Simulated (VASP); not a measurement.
Given:

```
CELL_PARAMETERS angstrom
      3.53338     0.00000     0.00000
      0.00000     3.53338     0.00000
      0.00000     0.00000     7.05474
ATOMIC_POSITIONS crystal
  Si 0.00000 0.00000 0.50000
  Ni 0.50000 0.50000 0.00000
  Ni 0.50000 0.50000 0.50000
  Ni 0.50000 0.00000 0.25678
  Ni 0.50000 0.00000 0.74322
  Ni 0.00000 0.50000 0.25678
  Ni 0.00000 0.50000 0.74322
  Ge 0.00000 0.00000 0.00000
```

Computed with PBEsol GGA, VASP's PBE PAW potentials (set 64) (plane waves; VASP). Numerical set-up: 300 eV cut-off, 6×6×3 Γ-centred mesh, Fermi-Dirac smearing of 0.10 eV, potentials Si Ni Ge_d.

At this cut-off the stress carries a Pulay error, which pulls relaxed volumes low. Energy and stress use the plane-wave basis of the starting cell.

Q: The ions, cell shape and volume are relaxed. What does this cell relax into?

A: 
```
CELL_PARAMETERS angstrom
      3.49342     0.00000     0.00000
      0.00000     3.49342     0.00000
      0.00000     0.00000     6.98594
ATOMIC_POSITIONS crystal
  Si 0.00000 0.00000 0.50000
  Ni 0.50000 0.50000 0.00000
  Ni 0.50000 0.50000 0.50000
  Ni 0.50000 0.00000 0.25646
  Ni 0.50000 0.00000 0.74354
  Ni 0.00000 0.50000 0.25646
  Ni 0.00000 0.50000 0.74354
  Ge 0.00000 0.00000 0.00000
```
Space group P4/mmm (123), at a tolerance of 0.03 Å.

Q: How do energy and volume change from the first to the last step?

A: The energy (σ→0) changes by -8.4 meV/atom and the volume by -3.2 %, in 17 ionic steps.

The structure comes from a computed database's SiNi6Ge entry (P4/mmm); how it stands against other phases isn't given here. This run relaxes it. Symmetry was kept, so distortions that lower it aren't found. The run is one of a series of settings (EDIFFG = -0.01, IBRION = 2, ISIF = 3, NSW = 50 against the base run), some of them coarse on purpose. The run is not spin-polarised, so no magnetic state was tried.
